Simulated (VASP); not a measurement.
SnTe:

```
CELL_PARAMETERS angstrom
0.00000 3.18581 3.18581
3.18581 0.00000 3.18581
3.18581 3.18581 0.00000
ATOMIC_POSITIONS crystal
Sn 0.00000 0.00000 0.00000
Te 0.50000 0.50000 0.50000
```

The cell is a database's computed one.

```yaml
Program: VASP 6.6.1
Task: relaxation of cell and atoms
Functional: LDA
Potentials_or_basis: VASP PAW LDA potentials, release 64 (Sn_d, Te)
Cutoff: 600 eV
k_mesh: 12 × 12 × 12
Occupations: gaussian, width 0.1 eV
Spin: no spin polarisation
```

At the start: pressure -2.8 GPa; volume 32.33 Å³/atom.

Task: How do energy, volume and symmetry change on relaxing?

Result: Over 3 steps the energy falls by 18.0 meV/atom and the volume is 30.36 Å³/atom (-6.1 %); space group Fm-3m (No. 225, to 0.05 Å).

Step by step:
```
step  energy change (eV)  largest force (eV/Å)  pressure (GPa)  volume (Å³)
   1              0.0000                0.0000           -2.79        64.67
   2             -0.0323                0.0000            1.04        59.55
   3             -0.0361                0.0000            0.00        60.73
```

Final structure:
```yaml
crystal:
  lattice:
    - [0.00000, 3.11974, 3.11974]
    - [3.11974, 0.00000, 3.11974]
    - [3.11974, 3.11974, 0.00000]
  atoms:
    - { symbol: Sn, position: [0.00000, 0.00000, 0.00000] }
    - { symbol: Te, position: [0.50000, 0.50000, 0.50000] }
```
